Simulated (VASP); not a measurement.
Computed with PBE GGA with spin-orbit coupling, VASP's PBE PAW potentials (set 64) (plane waves; VASP 6.6.1).

The input files of a VASP run:

File KPOINTS:
```
Automatic mesh
0
Gamma
8 8 8
0 0 0
```

**POSCAR**
```
MgSe
2.730
  0.0000000000   1.0000000000   1.0000000000
  1.0000000000   0.0000000000   1.0000000000
  1.0000000000   1.0000000000   0.0000000000
Mg Se
1 1
Direct
  0.0000000000   0.0000000000   0.0000000000
  0.5000000000   0.5000000000   0.5000000000
```

INCAR:
```
SYSTEM=MgSe
PREC=Accurate; ENCUT=300; LREAL=F
LASPH=T
EDIFF=1E-6; NELM=100; ALGO=Normal
LMAXMIX=4
ISMEAR=-1; SIGMA=0.01
GGA=PE; GGA_COMPAT=F
MAGMOM=6*0.0; LSORBIT=T; LNONCOLLINEAR=T
ISIF=2
LWAVE=F; LCHARG=F; LORBIT=11
```

POTCAR, in this order: Mg Se (PBE.64 set). Program: vasp_ncl.

Q: What will the output report for the number of irreducible k-points (NKPTS), largest plane-wave count, number of space-group operations, FFT grid (NGX, NGY, NGZ)?

A: 
The number of irreducible k-points (NKPTS) is 29 and the largest plane-wave count is 1062. The number of space-group operations comes out as 48 and the FFT grid (NGX, NGY, NGZ) is 24 × 24 × 24.

The structure is a typed MgSe crystal (Fm-3m). The cell was not relaxed at this level. The run is one of a series of settings (GGA_COMPAT = .FALSE., LNONCOLLINEAR = .TRUE., LSORBIT = .TRUE., MAGMOM = 0.0 0.0 0.0 0.0 0.0 0.0, program vasp_ncl against the base run), some of them coarse on purpose.
